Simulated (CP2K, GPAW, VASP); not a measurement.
MnHg: 3 runs at one level of theory

```
Hg Mn
1.0
     3.28800    0.00000    0.00000
     0.00000    3.28800    0.00000
     0.00000    0.00000    3.31300
Hg Mn
1 1
Cartesian
  0.0000 0.0000 0.0000
  1.6440 1.6440 1.6565
```

Alike in all runs: task single point; functional LDA; k mesh 8 × 8 × 8; occupations gaussian, width 0.1 eV; collinear spin, ferromagnetic start; no spin-orbit coupling. LDA stands for any of its common fits. Pressure is positive in compression and, in plane waves, holds the error of the finite cutoff.

```tsv
program and potentials	plane-wave cutoff (eV)	notes	band gap (eV)	pressure (GPa)	net moment per atom (μB)
GPAW, the program's PAW data sets (release 1.2.1) made for this functional	600	16.5 valence electrons an atom on average	no gap	-8.59	1.85
CP2K, GTH_POTENTIALS Hg GTH-PADE-q12, Mn GTH-PADE-q15; TZVP-MOLOPT-PBE-GTH, TZVP-MOLOPT-SR-GTH basis	-	atomic basis; 13.5 valence electrons an atom on average	-	-7.59	1.96
VASP, LDA PAW files Hg_sv_GW, Mn_GW, 550 eV	550	13.5 valence electrons an atom on average	no gap	-9.61	1.84
```

None finds a gap. The pressure spans -9.61 (VASP, LDA PAW files Hg_sv_GW, Mn_GW, 550 eV) to -7.59 GPa (CP2K, GTH_POTENTIALS Hg GTH-PADE-q12, Mn GTH-PADE-q15; TZVP-MOLOPT-PBE-GTH, TZVP-MOLOPT-SR-GTH basis). The net moment per atom spans 1.84 (VASP, LDA PAW files Hg_sv_GW, Mn_GW, 550 eV) to 1.96 μB (CP2K, GTH_POTENTIALS Hg GTH-PADE-q12, Mn GTH-PADE-q15; TZVP-MOLOPT-PBE-GTH, TZVP-MOLOPT-SR-GTH basis). The state is the one that the start led to, which needn't be the lowest. Rows in atomic bases carry the error of their basis and grid, which can be large.

Differences between rows come from potentials, basis sets and numerical settings, since the functional is the same but for its coding. Runs on potential files found faulty are left out.
